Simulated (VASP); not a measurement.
Level of theory: PBE GGA, VASP's PBE PAW potentials (set 64) (plane waves; VASP).

A VASP calculation is set up with these files.

### POSCAR
```
Zn36O36
1
    4.9323206900    -8.5430313936     0.0000000000
    4.9323206900     8.5430313936     0.0000000000
    0.0000000000     0.0000000000    10.5847753959
Zn O
36 36
Direct
  0.2222220000   0.1111110000   0.2500000000
  0.1111110000   0.2222220000   0.0000000000
  0.2222220000   0.1111110000   0.7500000000
  0.1111110000   0.2222220000   0.5000000000
  0.2222220000   0.4444440000   0.2500000000
  0.1111110000   0.5555560000   0.0000000000
  0.2222220000   0.4444440000   0.7500000000
  0.1111110000   0.5555560000   0.5000000000
  0.2222220000   0.7777780000   0.2500000000
  0.1111110000   0.8888890000   0.0000000000
  0.2222220000   0.7777780000   0.7500000000
  0.1111110000   0.8888890000   0.5000000000
  0.5555560000   0.1111110000   0.2500000000
  0.4444440000   0.2222220000   0.0000000000
  0.5555560000   0.1111110000   0.7500000000
  0.4444440000   0.2222220000   0.5000000000
  0.5555560000   0.4444440000   0.2500000000
  0.4444440000   0.5555560000   0.0000000000
  0.5555560000   0.4444440000   0.7500000000
  0.4444440000   0.5555560000   0.5000000000
  0.5555560000   0.7777780000   0.2500000000
  0.4444440000   0.8888890000   0.0000000000
  0.5555560000   0.7777780000   0.7500000000
  0.4444440000   0.8888890000   0.5000000000
  0.8888890000   0.1111110000   0.2500000000
  0.7777780000   0.2222220000   0.0000000000
  0.8888890000   0.1111110000   0.7500000000
  0.7777780000   0.2222220000   0.5000000000
  0.8888890000   0.4444440000   0.2500000000
  0.7777780000   0.5555560000   0.0000000000
  0.8888890000   0.4444440000   0.7500000000
  0.7777780000   0.5555560000   0.5000000000
  0.8888890000   0.7777780000   0.2500000000
  0.7777780000   0.8888890000   0.0000000000
  0.8888890000   0.7777780000   0.7500000000
  0.7777780000   0.8888890000   0.5000000000
  0.2222220000   0.1111110000   0.4410000000
  0.1111110000   0.2222220000   0.1910000000
  0.2222220000   0.1111110000   0.9410000000
  0.1111110000   0.2222220000   0.6910000000
  0.2222220000   0.4444440000   0.4410000000
  0.1111110000   0.5555560000   0.1910000000
  0.2222220000   0.4444440000   0.9410000000
  0.1111110000   0.5555560000   0.6910000000
  0.2222220000   0.7777780000   0.4410000000
  0.1111110000   0.8888890000   0.1910000000
  0.2222220000   0.7777780000   0.9410000000
  0.1111110000   0.8888890000   0.6910000000
  0.5555560000   0.1111110000   0.4410000000
  0.4444440000   0.2222220000   0.1910000000
  0.5555560000   0.1111110000   0.9410000000
  0.4444440000   0.2222220000   0.6910000000
  0.5555560000   0.4444440000   0.4410000000
  0.4444440000   0.5555560000   0.1910000000
  0.5555560000   0.4444440000   0.9410000000
  0.4444440000   0.5555560000   0.6910000000
  0.5555560000   0.7777780000   0.4410000000
  0.4444440000   0.8888890000   0.1910000000
  0.5555560000   0.7777780000   0.9410000000
  0.4444440000   0.8888890000   0.6910000000
  0.8888890000   0.1111110000   0.4410000000
  0.7777780000   0.2222220000   0.1910000000
  0.8888890000   0.1111110000   0.9410000000
  0.7777780000   0.2222220000   0.6910000000
  0.8888890000   0.4444440000   0.4410000000
  0.7777780000   0.5555560000   0.1910000000
  0.8888890000   0.4444440000   0.9410000000
  0.7777780000   0.5555560000   0.6910000000
  0.8888890000   0.7777780000   0.4410000000
  0.7777780000   0.8888890000   0.1910000000
  0.8888890000   0.7777780000   0.9410000000
  0.7777780000   0.8888890000   0.6910000000
```

### INCAR
```
SYSTEM = Zn36O36
PREC = Normal
ENCUT = 400
EDIFF = 1E-5
NELM = 100
ALGO = Fast
LREAL = Auto
LASPH = .TRUE.
ISMEAR = 0
SIGMA = 0.05
GGA = PE
LMAXMIX = 4
LWAVE = .TRUE.
LCHARG = .FALSE.
NELMIN = 4
IBRION = 2
ISIF = 2
NSW = 20
EDIFFG = -0.03
```

KPOINTS:
```
K-points
0
G
  1 1 1
0 0 0
```

POTCAR, in this order: Zn O (PBE.64 set). Program: vasp_gam.

The supercell is sampled at Γ alone, which is coarse: total energies, pressure and levels can be off, energies of defects by several tenths of an eV.

Predict the energy per atom (σ→0).

The energy per atom (σ→0) comes out as -4.443 eV/atom.

File OSZICAR:
```
...
       N       E                     dE             d eps       ncg     rms          rms(c)
DAV:   1    -0.319912433056E+03    0.76358E-02   -0.54842E+00   848   0.449E+00    0.493E-01
RMM:   2    -0.319925489095E+03   -0.13056E-01   -0.13621E-01   776   0.763E-01    0.316E-01
RMM:   3    -0.319926387401E+03   -0.89831E-03   -0.15548E-02   776   0.254E-01    0.143E-01
RMM:   4    -0.319926457693E+03   -0.70292E-04   -0.20884E-03   792   0.882E-02    0.957E-02
RMM:   5    -0.319926449737E+03    0.79561E-05   -0.37637E-04   739   0.382E-02    0.280E-02
RMM:   6    -0.319926455334E+03   -0.55970E-05   -0.96872E-05   625   0.151E-02
   3 F= -.31992646E+03 E0= -.31992646E+03  d E =-.239229E-01
```

The cell is a supercell, built from ZnO (wurtzite).
